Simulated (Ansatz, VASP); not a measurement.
# Cross-check of TiZn2 (Zn-Ti-Zn stack, (100) layers) between VASP and Ansatz

Wanted: the spread between two codes on one cell, functional and k mesh. The cell is taken from a series of runs on this material, whose earlier steps may have relaxed, scaled, displaced or heated it; both programs get it as it stands.

Main program and level: Ansatz 0.2.0; plane waves, with VASP 6.6.1 beside it; PBEsol.

## Step 1: The starting structure

The cell holds 3 atoms: 2 Zn and 1 Ti. Cell: a = 2.923 Å, b = 2.923 Å, c = 15.133 Å, α = 90.0°, β = 90.0°, γ = 90.0°. It derives from TiZn2. Vacuum lies along c.

## Step 2: VASP: single point, PBEsol

With cell and atoms fixed, the geometry can't cause a difference; cores, projectors, grids and the points listed under the comparison can.

Lines of VASP's logs that name or quote its potential files are left out, and so is its time.

INCAR reads:

```
SYSTEM = TiZn2
PREC = Accurate
ENCUT = 400
EDIFF = 1E-06
NELM = 120
ISMEAR = 0
SIGMA = 0.1
LREAL = .FALSE.
ALGO = Normal
GGA = PS
NBANDS = 24
LASPH = .TRUE.
LORBIT = 11
LWAVE = .FALSE.
LCHARG = .FALSE.
ISIF = 2
LDIPOL = .TRUE.
IDIPOL = 3
DIPOL = 0.5 0.5 0.5
LVHAR = .TRUE.
GGA_COMPAT = .FALSE.
NELMDL = -8
```

POSCAR reads:

```
TiZn2
1.0
    2.9226500000      0.0000000000      0.0000000000
    0.0000000000      2.9226500000      0.0000000000
    0.0000000000      0.0000000000     15.1332600000
Zn Ti
2 1
Direct
    0.0000000000      0.0000000000      0.3634379600
    0.0000000000      0.0000000000      0.6365620400
    0.5000000000      0.5000000000      0.5000000000
```

KPOINTS reads:

```
Automatic mesh
0
Gamma
6 6 1
0 0 0
```

Potentials, in the order of the species: Zn and Ti_sv (PBE family, release 64).

On the command line:

```
mpirun -np 1 vasp_std
```

Numbers of over 12 decimals in the logs are rounded to 6 here.

Output:

```text
[banner, memory and clock lines left out]
running    1 mpi-ranks, on    1 nodes
 distrk:  each k-point on    1 cores,    1 groups
 distr:  one band on    1 cores,    1 groups

 POSCAR found type information on POSCAR ZnTi
 POSCAR found :  2 types and       3 ions
|                                                                             |
|               ----> ADVICE to this user running VASP <----                  |
|                                                                             |
|     You enforced a specific xc type in the INCAR file but a different       |
|     [... a line on the potential file left out ...]
|     I HOPE YOU KNOW WHAT YOU ARE DOING!                                     |
|                                                                             |

 LDA part: xc-table for (Slater+PW92), standard interpolation
 POSCAR, INCAR and KPOINTS ok, starting setup
 FFT: planning ... GRIDC
 FFT: planning ... GRID_SOFT
 FFT: planning ... GRID
 WAVECAR not read
 entering main loop
       N       E                     dE             d eps       ncg     rms          rms(c)
DAV:   1     0.240285431649E+03    0.24029E+03   -0.16141E+04   496   0.136E+03
DAV:   2     0.117312783882E+02   -0.22855E+03   -0.22591E+03   552   0.363E+02
DAV:   3    -0.104182238929E+02   -0.22150E+02   -0.22016E+02   768   0.114E+02
DAV:   4    -0.118343911175E+02   -0.14162E+01   -0.14155E+01   568   0.198E+01
DAV:   5    -0.119140343166E+02   -0.79643E-01   -0.79641E-01   616   0.366E+00
DAV:   6    -0.119169823041E+02   -0.29480E-02   -0.29480E-02   624   0.570E-01
DAV:   7    -0.119170259273E+02   -0.43623E-04   -0.43623E-04   616   0.719E-02
DAV:   8    -0.119170271694E+02   -0.12421E-05   -0.12419E-05   464   0.962E-03    0.817E+00
DAV:   9    -0.103796446107E+02    0.15374E+01   -0.56978E+00   520   0.255E+01    0.291E+00
DAV:  10    -0.102591953779E+02    0.12045E+00   -0.14723E+00   520   0.515E+00    0.176E+00
DAV:  11    -0.102265685054E+02    0.32627E-01   -0.80912E-01   592   0.523E+00    0.119E+00
DAV:  12    -0.102032234451E+02    0.23345E-01   -0.11214E-01   600   0.221E+00    0.444E-01
DAV:  13    -0.102015478974E+02    0.16755E-02   -0.69890E-03   528   0.643E-01    0.709E-02
DAV:  14    -0.102014717125E+02    0.76185E-04   -0.44560E-04   560   0.192E-01    0.560E-02
DAV:  15    -0.102006080245E+02    0.86369E-03   -0.95570E-04   544   0.166E-01    0.338E-02
DAV:  16    -0.102005354311E+02    0.72593E-04   -0.20944E-04   576   0.106E-01    0.227E-02
DAV:  17    -0.102006902087E+02   -0.15478E-03   -0.16191E-04   568   0.596E-02    0.127E-02
DAV:  18    -0.102008485336E+02   -0.15832E-03   -0.40051E-05   536   0.573E-02    0.736E-03
DAV:  19    -0.102009979823E+02   -0.14945E-03   -0.21567E-05   504   0.264E-02    0.247E-03
DAV:  20    -0.102010224505E+02   -0.24468E-04   -0.26661E-06   368   0.643E-03    0.148E-03
DAV:  21    -0.102010302535E+02   -0.78029E-05   -0.10548E-06   336   0.320E-03    0.645E-04
DAV:  22    -0.102010308987E+02   -0.64525E-06   -0.10048E-07   344   0.196E-03
   1 F= -.10201031E+02 E0= -.10184779E+02  d E =-.325028E-01
```

Parts of OUTCAR (step 2):

```text
ion  position               nearest neighbor table
   1  0.000  0.000  0.363-   3 2.92   3 2.92   3 2.92   3 2.92
   2  0.000  0.000  0.637-   3 2.92   3 2.92   3 2.92   3 2.92
   3  0.500  0.500  0.500-   1 2.92   2 2.92   1 2.92   2 2.92   1 2.92   2 2.92   1 2.92   2 2.92

  LATTYP: Found a simple tetragonal cell.
 ALAT       =     2.9226500000
 C/A-ratio  =     5.1779241442

 Subroutine GETGRP returns: Found 16 space group operations
 (whereof 16 operations were pure point group operations)

The static configuration has the point symmetry D_4h.

 Found     10 irreducible k-points:

   k-points           NKPTS =     10   k-points in BZ     NKDIM =     10   number of bands    NBANDS=     24

   dimension x,y,z NGX =    20 NGY =   20 NGZ =  100
   dimension x,y,z NGXF=    40 NGYF=   40 NGZF=  200

   ENCUT  =  400.0 eV  29.40 Ry    5.42 a.u.   4.77  4.77 24.68*2*pi/ulx,y,z

   NELECT =      36.0000    total number of electrons

 k-points in reciprocal lattice and weights: Automatic mesh
   0.00000000  0.00000000  0.00000000       0.028
   0.16666667  0.00000000  0.00000000       0.111
   0.33333333  0.00000000  0.00000000       0.111
   0.50000000  0.00000000  0.00000000       0.056
   0.16666667  0.16666667  0.00000000       0.111
   0.33333333  0.16666667  0.00000000       0.222
   0.50000000  0.16666667  0.00000000       0.111
   0.33333333  0.33333333  0.00000000       0.111
   0.50000000  0.33333333  0.00000000       0.111
   0.50000000  0.50000000  0.00000000       0.028

 dipolmoment           0.000000      0.000000     -0.000000 electrons x Angstroem

 average (electrostatic) potential at core
       1 -39.6738       2 -39.6738       3 -81.3117

 E-fermi :  -0.5823

 k-point     1 :       0.0000    0.0000    0.0000
  band No.  band energies     occupation
    ...
     14      -7.1612      2.00000
     15      -7.1595      2.00000
     16      -6.3899      2.00000
     17      -3.0766      2.00000
     18      -1.1825      2.00000
     19      -0.2142      0.00000
     20      -0.0367      0.00000
     21       1.2381      0.00000
     22       1.2381      0.00000
     23       2.2263      0.00000
    ...

 k-point     2 :       0.1667    0.0000    0.0000
  band No.  band energies     occupation
    ...
     14      -7.2071      2.00000
     15      -7.0994      2.00000
     16      -6.0616      2.00000
     17      -2.5667      2.00000
     18      -0.9540      2.00000
     19      -0.3338      0.00044
     20       0.2183      0.00000
     21       1.3141      0.00000
     22       1.4720      0.00000
     23       1.8720      0.00000
    ...

 k-point     3 :       0.3333    0.0000    0.0000
  band No.  band energies     occupation
    ...
     15      -5.6101      2.00000
     16      -4.8839      2.00000
     17      -1.3868      2.00000
     18      -0.9034      1.99999
     19      -0.8317      1.99958
     20       0.5488      0.00000
     21       1.2620      0.00000
     22       1.4658      0.00000
     23       1.6686      0.00000
     24       2.8468      0.00000

  Total       -4.5587902     -4.5587902     -4.6497900      0.0000000      0.0000000     -0.0000000
  in kB      -56.5033339    -56.5033339    -57.6312197      0.0000000      0.0000000     -0.0000000
  external PRESSURE =     -56.8792958 kB  Pullay stress =       0.0000000 kB

  energy-cutoff  :      400.00
  volume of cell :      129.27
      direct lattice vectors                 reciprocal lattice vectors
     2.922650000  0.000000000  0.000000000     0.342155236  0.000000000  0.000000000
     0.000000000  2.922650000  0.000000000     0.000000000  0.342155236  0.000000000
     0.000000000  0.000000000 15.133260000     0.000000000  0.000000000  0.066079615

 POSITION                                       TOTAL-FORCE (eV/Angst)
 -----------------------------------------------------------------------------------
      0.00000      0.00000      5.50000         0.000000      0.000000      1.078809
      0.00000      0.00000      9.63326        -0.000000     -0.000000     -1.078809
      1.46132      1.46132      7.56663        -0.000000     -0.000000      0.000000
 -----------------------------------------------------------------------------------
    total drift:                               -0.000000     -0.000000     -0.000000

  FREE ENERGIE OF THE ION-ELECTRON SYSTEM (eV)
  ---------------------------------------------------
  free  energy   TOTEN  =       -10.2010308987 eV

  energy  without entropy=      -10.1685280614  energy(sigma->0) =      -10.18477948

 vacuum level on the upper side and lower side of the slab         3.188         3.188

 total charge
# of ion       s       p       d       tot
------------------------------------------
    1        0.626   0.319   9.716  10.661
    2        0.626   0.319   9.716  10.661
    3        2.189   6.072   1.876  10.137
--------------------------------------------------
tot          3.441   6.711  21.308  31.459

[... 3 further parts left out ...]
```

The run ends at a pressure of -5.69 GPa, with forces up to 1.1 eV/Å.

## Step 3: Ansatz: single point, PBEsol

Ansatz runs on its PAW soft_1 files.

The same cell, functional, mesh and smearing now go to Ansatz, which takes its cutoff from its data sets.

input.yaml reads:

```yaml
crystal:
  lattice:
    - [2.92265, 0.0, 0.0]
    - [0.0, 2.92265, 0.0]
    - [0.0, 0.0, 15.13326]
  atoms:
    - { symbol: Zn, position: [0.0, 0.0, 0.36343796] }
    - { symbol: Ti, position: [0.5, 0.5, 0.5] }
    - { symbol: Zn, position: [0.0, 0.0, 0.63656204] }
  periodic: [true, true, false]
kpoints:
  mp_grid: { grid: [6, 6, 1] }
hamiltonian:
  xc: pbesol
  pseudopotentials: { kind: paw, azcp: { folder: soft_1 }, xc_functional: pbe }
scf:
  occupations: { method: gaussian, width: 0.1 }
output:
  forces: true
  stress: true
  eigenvalues: true
```

On the command line:

```
ansatz run input.yaml --threads 4 --pin off --max-ram 12288MiB --backend cpu --events-out ev --progress --plain --runs-dir out
```

Output:

```text
Warning: crystal.periodic: the lattice vector that does not repeat stood 0.000° off the slab's normal, 15.133 Å along it as the deck builds it. The run solves the slab on a vector along the normal, 32.067 Å long, with every atom where it was (on the deck's vector they left 11.00 Å outside them, and the widest stretch free of ions among them is 2.07 Å). A fractional position that the run reports is one of the run's ce [...]
crystal.periodic: the lattice vector that does not repeat stood 0.000° off the slab's normal, 15.133 Å along it as the deck builds it. The run solves the slab on a vector along the normal, 32.067 Å long, with every atom where it was (on the deck's vector they left 11.00 Å outside them, and the widest stretch free of ions among them is 2.07 Å). A fractional position that the run reports is one of the run's cell, which [...]
Engine: ansatz 0.2.0, aarch64-unknown-linux-gnu
Pseudopotentials: kind: paw
Pseudopotential: Zn, paw, valence charge 12, recommended cutoff 420 eV (normal), soft_1/Zn.paw.azcp
Pseudopotential: Ti, paw, valence charge 12, recommended cutoff 420 eV (normal), soft_1/Ti.paw.azcp
Functional definition: PBEsol
  exchange = pbesol_x
  correlation = pbesol_c
Crystal: 3 atoms, lattice volume = 273.908 Å³
Basis set: ecut = 420 eV, 5263 PW (Γ), exchange–correlation on 40×40×432 points (8 copies of the dense FFT grid, shifted against one another)
Bands: 22, of which v1, the nominal top of the filled ones, is band 18 counted from 1 (17 counted from 0)
Symmetry: 16 space group operations
Space group: P4/mmm (ITA 123), of the structure as read, at distance tolerance 6.5e-5 Å
k-points: 10 of 36
Non-local potential: Zn, projectors of the file, l = 0: 2, l = 1: 2, l = 2: 3, l = 3: 1
Non-local potential: Ti, projectors of the file, l = 0: 3, l = 1: 2, l = 2: 3, l = 3: 1
PAW form: soft (Blöchl's): semilocal exchange-correlation on the pseudo side does not see the compensation charge
PAW frozen core: Zn, regenerated for the run's functional, and the local potential with it (the file was generated under x = pbe(κ = 0.804, μ = 0.219515), c = pbe(β = 0.066725))
PAW frozen core: Ti, regenerated for the run's functional, and the local potential with it (the file was generated under x = pbe(κ = 0.804, μ = 0.219515), c = pbe(β = 0.066725))
PAW one-centre angular grid: Zn, 590 points (default); XC on 64 Gauss nodes
PAW one-centre angular grid: Ti, 590 points (default); XC on 64 Gauss nodes
Initial density: superposition of atomic densities (neutral atoms: chi_scale 0, normalization atom)
Initial wavefunctions: pseudopotential atomic-orbital guess
Functional: x = pbesol(κ = 0.804, μ = 0.123457), c = pbesol(β = 0.046)
SCF iter   1: F=—  HF=-9036.527589 eV  |F-HF|=—  |Δ(HF+E_count)|=         —  Δρ=3.48e-2  dr2=1.71e1  ethr=3.10e-3  ⟨swp⟩=14.3  Hψ=1852  notcnv=0
preconditioner: auto → LDOS  [metal: Δε(μ)=0.066 eV  Ē_g=5.523 eV  σ=0.100 eV  W_gap=0.33  n_scr=18 (ndim 8)  ℏωp=11.9 eV  f_vac=0.744  D(μ)=3.61/eV (n_scr^D=14)  β→1.0]
SCF iter   2: F=—  HF=-9035.081226 eV  |F-HF|=—  |Δ(HF+E_count)|=    1.45e0  Δρ=3.50e-2  dr2=3.83e0  ethr=3.10e-3  ⟨swp⟩=4.5  Hψ=633  notcnv=0  defer=1
SCF iter   3: F=—  HF=-9034.454515 eV  |F-HF|=—  |Δ(HF+E_count)|=   6.27e-1  Δρ=1.07e-2  dr2=4.83e-1  ethr=3.10e-3  ⟨swp⟩=3.7  Hψ=645  notcnv=0  defer=1
SCF iter   4: F=—  HF=-9034.402422 eV  |F-HF|=—  |Δ(HF+E_count)|=   5.21e-2  Δρ=3.77e-3  dr2=1.63e-1  ethr=1.34e-3  ⟨swp⟩=2.1  Hψ=471  notcnv=0  defer=1
SCF iter   5: F=—  HF=-9034.396009 eV  |F-HF|=—  |Δ(HF+E_count)|=   6.41e-3  Δρ=2.60e-3  dr2=9.88e-3  ethr=4.52e-4  ⟨swp⟩=2.2  Hψ=293  notcnv=0  defer=1
SCF iter   6: F=—  HF=-9034.394167 eV  |F-HF|=—  |Δ(HF+E_count)|=   1.84e-3  Δρ=9.34e-4  dr2=2.10e-3  ethr=2.74e-5  ⟨swp⟩=3.1  Hψ=483  notcnv=0  defer=1
SCF iter   7: F=—  HF=-9034.394614 eV  |F-HF|=—  |Δ(HF+E_count)|=   4.47e-4  Δρ=3.93e-4  dr2=6.38e-4  ethr=5.83e-6  ⟨swp⟩=2.0  Hψ=312  notcnv=0  defer=1
SCF iter   8: F=—  HF=-9034.394686 eV  |F-HF|=—  |Δ(HF+E_count)|=   7.26e-5  Δρ=1.58e-4  dr2=7.14e-5  ethr=1.77e-6  ⟨swp⟩=2.4  Hψ=318  notcnv=0  defer=1
SCF iter   9: F=—  HF=-9034.394736 eV  |F-HF|=—  |Δ(HF+E_count)|=   4.94e-5  Δρ=3.73e-5  dr2=2.89e-6  ethr=1.98e-7  ⟨swp⟩=2.6  Hψ=410  notcnv=0  defer=1
SCF iter  10: F=—  HF=-9034.394738 eV  |F-HF|=—  |Δ(HF+E_count)|=   2.74e-6  Δρ=1.79e-5  dr2=4.10e-7  ethr=8.02e-9  ⟨swp⟩=2.9  Hψ=462  notcnv=0  defer=1
SCF iter  11: F=—  HF=-9034.394739 eV  |F-HF|=—  |Δ(HF+E_count)|=   9.45e-7  Δρ=9.07e-6  dr2=2.44e-7  ethr=2.78e-10  ⟨swp⟩=10.6  Hψ=1431  notcnv=0
SCF iter  12: F=-9034.394739 eV  HF=-9034.394739 eV  |F-HF|=3.02e-8  |Δ(HF+E_count)|=   7.91e-8  Δρ=7.92e-6  dr2=9.02e-8  ethr=2.78e-10  ⟨swp⟩=4.0  Hψ=1006  notcnv=0
SCF 1 converged in 12 iterations: F = -9034.394739 eV  dr2 = 9.02e-8
  greatest PAW one-centre occupation: 0.999 electrons in one spin orbital (limit 2), on the Ti atom at site 1 (counted from 0), in its partial waves of l = 0
SCF converged after 12 iterations
Free energy (F): -9034.394739 eV
Harris-Foulkes:  -9034.394739 eV  (|F-HF|=3.02e-8)
Internal energy: -9034.362262 eV  (E = F + TS)
E sigma→0 (E₀):  -9034.378501 eV
Entropy (-TS):   -0.032478 eV (-10.826 meV/atom)
Fermi energy:    -3.770225 eV
--- Per-component energies (eV) ---
  E_band       = -603.672542
  E_kinetic    = 568.593310
  E_local      = -87395.832760  (includes V_loc(G=0)·N_el)
  E_nonlocal   = 1700.192972
  E_hartree    = 42885.879195
  E_xc         = -266.402402
  E_vxc        = -241.840952  (∫ρ·V_xc dr)
  E_paw        = -4733.684211  (= ΣΔE_a)
  E_vpaw       = -1006.512895  (= ΣTr[D̂ρ^β])
  E_aug_tail   = -0.000609  (compensation charges beyond the density's cutoff)
  E_ewald      = 38205.158147
  E_core_change = 1.734096  (= ΣΔE_core)
  E_smearing   = -0.032478  (= −TS)
  E_closure    = 0.000000  (closes the sum)
  Σ components = -9034.394739   (vs F -9034.394739, Δ=0.00e0)
--- Forces (eV/Å), atoms counted from 1 ---
  atom   1  Zn     0.00000000     0.00000000     1.08552686
  atom   2  Ti     0.00000000    -0.00000000     0.00000000
  atom   3  Zn     0.00000000     0.00000000    -1.08552686
  max |Σ_I F_I| component: 4.71e-24 eV/Å
--- 2D stress c σ (N/m, compression-positive) ---
       -8.252115      -0.000000      -0.000000
       -0.000000      -8.252115      -0.000000
        0.000000       0.000000       0.000000
  P = ½ c Tr σ = -8.2521 N/m
--- Band table (eV; the first three rows and the last of 10) ---
  k-point 0: bands = [... 14 lower, -10.3462, -9.5797, -6.2673, -4.3712, -3.4063, -3.2187, -1.9436, -1.9436]
  k-point 1: bands = [... 14 lower, -10.2941, -9.2518, -5.7575, -4.1426, -3.5217, -2.9637, -1.8672, -1.7186]
  k-point 2: bands = [... 14 lower, -8.8049, -8.0743, -4.5772, -4.0942, -4.0187, -2.6363, -1.9218, -1.7148]
  k-point 9: bands = [... 14 lower, -5.9493, -4.4299, -4.4299, -2.4126, -2.3204, -2.3204, -1.4164, -0.3248]
```

## Step 4: Side by side

Known differences besides the potentials themselves: Ansatz cuts the interaction across the vacuum, VASP repeats the sheet with a dipole correction (LDIPOL); the cutoff is 420 eV in Ansatz and 400 eV in VASP; Ansatz makes its cores anew for this functional, VASP keeps those of its PBE data sets. Total energies have different zeros and are not compared.

Forces (eV/Å; atoms numbered as in POSCAR):

| atom | Ansatz x, y, z | VASP x, y, z |
| --- | --- | --- |
| Zn1 | 0.000, 0.000, 1.086 | 0.000, 0.000, 1.079 |
| Zn2 | 0.000, 0.000, -1.086 | 0.000, 0.000, -1.079 |
| Ti3 | 0.000, 0.000, 0.000 | 0.000, 0.000, 0.000 |

The forces differ by 3.2 meV/Å r.m.s., which is 0.6 % of the r.m.s. force of 0.509 eV/Å (both taken over all components). Where the cell holds vacuum, a pressure given here is an average over it and none of the material.

## Step 5: Results

```
r.m.s. force difference (single point, PBEsol) : 0.62 % of the r.m.s. force
```

The r.m.s. force difference is 0.62 % of the r.m.s. force (single point, PBEsol), within the 3 % picked in this series as the mark of a large difference. VASP runs on this material, other cells and data sets included, that failed, so that no pair exists: zone-centre phonons, PBEsol (timeout). How closely two codes agree says nothing of how well the functional describes the real material.

[Lines on the potential files, build, host, timing and source positions are cut from VASP's logs without a mark.]

[Logs are printed without paths, hosts, clocks, repeated set-up lines and the standing remarks that a program may print on its own settings, such as how far it seeks lower states.]

[Hosts, paths, dates, database ids (printed as entryN), source tags and the programs' standing remarks are cut or masked in the printed files.]
